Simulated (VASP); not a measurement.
Output of a VASP run:

OSZICAR:
```
       N       E                     dE             d eps       ncg     rms          rms(c)
DAV:   1     0.159403616664E+04    0.15940E+04   -0.63903E+04  1204   0.163E+03
DAV:   2     0.209063731463E+03   -0.13850E+04   -0.13432E+04  1292   0.440E+02
DAV:   3    -0.124298123873E+02   -0.22149E+03   -0.21027E+03  1442   0.193E+02
DAV:   4    -0.279296969116E+02   -0.15500E+02   -0.15123E+02  1386   0.495E+01
DAV:   5    -0.288077560583E+02   -0.87806E+00   -0.87386E+00  1682   0.109E+01    0.858E+00
DAV:   6    -0.258613381480E+02    0.29464E+01   -0.69327E+00  1486   0.847E+00    0.507E+00
DAV:   7    -0.259336743075E+02   -0.72336E-01   -0.15108E+00  1386   0.318E+00    0.262E+00
DAV:   8    -0.259721619865E+02   -0.38488E-01   -0.27879E-01  1438   0.167E+00    0.890E-01
DAV:   9    -0.259690817901E+02    0.30802E-02   -0.30637E-02  1466   0.710E-01    0.300E-01
DAV:  10    -0.259704387095E+02   -0.13569E-02   -0.11602E-02  1334   0.298E-01    0.108E-01
DAV:  11    -0.259707540541E+02   -0.31534E-03   -0.12435E-03  1562   0.131E-01    0.633E-02
DAV:  12    -0.259708637539E+02   -0.10970E-03   -0.30290E-04  1406   0.673E-02    0.232E-02
DAV:  13    -0.259708666987E+02   -0.29448E-05   -0.76809E-05  1626   0.452E-02    0.111E-02
DAV:  14    -0.259708657420E+02    0.95675E-06   -0.83073E-06  1224   0.949E-03
   1 F= -.25970866E+02 E0= -.25970860E+02  d E =-.259709E+02
       N       E                     dE             d eps       ncg     rms          rms(c)
DAV:   1    -0.259713481100E+02   -0.48141E-03   -0.23720E-02  1284   0.823E-01    0.110E-01
DAV:   2    -0.259711435526E+02    0.20456E-03   -0.16528E-03  1308   0.201E-01    0.475E-02
DAV:   3    -0.259710795190E+02    0.64034E-04   -0.20761E-04  1494   0.870E-02    0.136E-02
DAV:   4    -0.259710792403E+02    0.27874E-06   -0.25556E-05  1470   0.267E-02    0.492E-03
DAV:   5    -0.259710805976E+02   -0.13573E-05   -0.18315E-06   802   0.641E-03    0.265E-03
DAV:   6    -0.259710818252E+02   -0.12276E-05   -0.56276E-07   728   0.363E-03    0.695E-04
DAV:   7    -0.259710821387E+02   -0.31355E-06   -0.26794E-07   722   0.263E-03
   2 F= -.25971082E+02 E0= -.25971077E+02  d E =-.216397E-03
```

OUTCAR:
```
------------------------ aborting loop because EDIFF is reached ----------------------------------------
  FORCE on cell =-STRESS in cart. coord.  units (eV):
  Direction    XX          YY          ZZ          XY          YZ          ZX
  --------------------------------------------------------------------------------------
  Total        0.0918334      0.0918334      0.0972021      0.0000000      0.0000000     -0.0000000
  in kB        0.3332035      0.3332035      0.3526832      0.0000000      0.0000000     -0.0000000
  external PRESSURE =       0.3396967 kB  Pullay stress =       0.0000000 kB
  volume of cell :      441.57
      direct lattice vectors                 reciprocal lattice vectors
     4.193508255 -0.000000000  0.000000000     0.238463821  0.137677158  0.000000000
    -2.096754127  3.631684501 -0.000000000     0.000000000  0.275354316  0.000000000
    -0.000000000  0.000000000 28.994520992     0.000000000  0.000000000  0.034489275
 POSITION                                       TOTAL-FORCE (eV/Angst)
 -----------------------------------------------------------------------------------
     -0.00000      2.42112      7.71909         0.000000      0.000000      0.011273
     -0.00000      2.42112      1.94576        -0.000000     -0.000000     -0.011273
     -2.09675      3.63168     17.38393        -0.000000      0.000000      0.011273
      4.19351     -0.00000     11.61060         0.000000     -0.000000     -0.011273
      2.09676      1.21056     27.04876         0.000000      0.000000      0.011273
      2.09676      1.21056     21.27543         0.000000     -0.000000     -0.011273
      0.00000      0.00000      0.00000        -0.000000     -0.000000      0.000000
      2.09676      1.21056      3.52714        -0.000000      0.000000     -0.016293
     -2.09675      3.63168      6.13769         0.000000     -0.000000      0.016293
      2.09676      1.21056      9.66483        -0.000000     -0.000000      0.000000
     -0.00000      2.42112     13.19200         0.000000      0.000000     -0.016293
      2.09676      1.21056     15.80252         0.000000     -0.000000      0.016293
     -0.00000      2.42112     19.32969         0.000000     -0.000000      0.000000
      4.19351     -0.00000     22.85683        -0.000000      0.000000     -0.016293
     -0.00000      2.42112     25.46738         0.000000     -0.000000      0.016293
 -----------------------------------------------------------------------------------
    total drift:                                0.000000      0.000000      0.000000
  FREE ENERGIE OF THE ION-ELECTRON SYSTEM (eV)
  ---------------------------------------------------
  free  energy   TOTEN  =       -25.9710821387 eV

  energy  without entropy=      -25.9710712433  energy(sigma->0) =      -25.97107669

 reached required accuracy - stopping structural energy minimisation
```
(Selected blocks of OUTCAR.)

File POSCAR:
```
Bi2Se3
1
    4.1941117796     0.0000000000    -0.0000000000
   -2.0970558897     3.6322071690     0.0000000000
   -0.0000000000    -0.0000000000    29.0023825421
Bi Se
6 9
Direct
  0.3333330000   0.6666670000   0.2662183275
  0.3333330000   0.6666670000   0.0671156725
  0.0000000000   1.0000000000   0.5995513275
  1.0000000000   0.0000000000   0.4004486725
  0.6666670000   0.3333330000   0.9328843275
  0.6666670000   0.3333330000   0.7337816725
  0.0000000000   1.0000000000   1.0000000000
  0.6666670000   0.3333330000   0.1216995571
  1.0000000000   0.0000000000   0.2116334429
  0.6666670000   0.3333330000   0.3333330000
  0.3333330000   0.6666670000   0.4550335571
  0.6666670000   0.3333330000   0.5449664429
  0.3333330000   0.6666670000   0.6666670000
  0.0000000000   1.0000000000   0.7883665571
  0.3333330000   0.6666670000   0.8783004429
```

Task: Reconstruct the remaining input files.

Result: One answer among several that fit: the input of the run itself, optB88-vdW, plane waves, VASP's PBE PAW potentials (set 64).

**INCAR**
```
SYSTEM  =  Bi2Se3
PREC  =  Accurate; ENCUT  =  480; LREAL  =  Auto
LASPH  =  .TRUE.
EDIFF  =  1E-6; NELM  =  100; ALGO  =  Normal
LMAXMIX  =  4
ISMEAR  =  0; SIGMA  =  0.05
GGA  =  BO; LUSE_VDW  =  .TRUE.; AGGAC  =  0.0
PARAM1  =  0.1833333333; PARAM2  =  0.22
IBRION  =  2; NSW  =  60; ISIF  =  3
EDIFFG  =  -0.02
LWAVE  =  .FALSE.; LCHARG  =  .FALSE.
```

File KPOINTS:
```
kpoints
0
gamma
 6 6 1
```

POTCAR, in this order: Bi_d Se (PBE.64 set). Program: vasp_std.

The compound is Bi2Se3 in the tetradymite structure. This run relaxes it. Symmetry was kept, so distortions that lower it aren't found. The start is the result of an earlier pass.
